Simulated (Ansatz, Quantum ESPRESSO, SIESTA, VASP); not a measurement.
# Code comparison for ZrCrF₆ (Fm-3m, 8 atoms in the cell)

Self-consistent single point.

```xyz
8
Lattice="0.0000 4.1127 4.1127 4.1127 0.0000 4.1127 4.1127 4.1127 0.0000" Properties=species:S:1:pos:R:3 pbc="T T T"
Zr     4.1127     4.1127     4.1127
Cr     0.0000     0.0000     0.0000
F      4.1127     6.1332     4.1127
F      4.1127     2.0921     4.1127
F      2.0921     4.1127     4.1127
F      6.1332     4.1127     4.1127
F      4.1127     4.1127     6.1332
F      4.1127     4.1127     2.0921
```
Moments meant for the start (each program seeds them in its own way; μB, in the order of the atoms Zr Cr F F F F F F): 0.0 3.0 0.0 0.0 0.0 0.0 0.0 0.0.

Shared settings, as Ansatz (a first-principles code) writes them: kpoints.mp_grid.grid = 7 7 7; scf.occupations.method = fermi_dirac; scf.occupations.width = 0.1 eV. Potentials and cutoffs stand in the table.

| code | model | pressure (GPa) | largest force (eV/Å) | size of the net moment (μB/atom) | cutoff |
|---|---|---|---|---|---|
| VASP | PBEsol, VASP's PBE PAW potentials (set 64) | -9.89 | 0.061 | 0.50 | 400 eV |
| Quantum ESPRESSO | PBEsol, PseudoDojo standard norm-conserving (PBESOL) pseudopotentials | -2.14 | 0.003 | 0.50 | 95 Ry |
| SIESTA | GGA PBEsol, numerical atomic orbitals TZP, PseudoDojo PBEsol standard norm-conserving potentials (rewritten from UPF to PSML) | -5.31 | 0.028 | 0.50 | grid 300 Ry |
| Ansatz | PBEsol, PAW files made with PBE | -2.32 | 0.020 | 0.50 | default |

On Ansatz's run: with one magnetic atom in the cell only a parallel order is possible.

The spread over the programs that give each value: pressure within 7.75 GPa; largest force within 0.058 eV/Å; size of the net moment within 0.00 μB/atom.

SIESTA uses small atom-centred bases, whose incompleteness enters pressures, forces and empty levels differently from a plane-wave cutoff. Ansatz's pressure is given at a fixed set of plane waves, as the other plane-wave codes print theirs; with its correction for the finite basis it is -2.00 GPa (the shift of 0.32 GPa shows how far the cutoff is from converged). In the pressure, VASP (by 7.57) and SIESTA (by 2.99) lie more than 1 GPa from the median of the plane-wave programs.

On the base mesh (5 5 5) the same programs gave: Ansatz pressure -2.32 GPa; Quantum ESPRESSO pressure -2.15 GPa; SIESTA pressure -5.31 GPa; VASP pressure -9.95 GPa.

VASP's run is marked for a possible Pulay error in its stress at this cutoff; no cutoff test was made.

The starting cell comes from a database of computed structures (which also holds hypothetical and non-ambient phases and stackings), without a prior relaxation at this level. Its lattice was rescaled by a random factor within 2.5 % of one.

Keys are those of Ansatz 0.2.
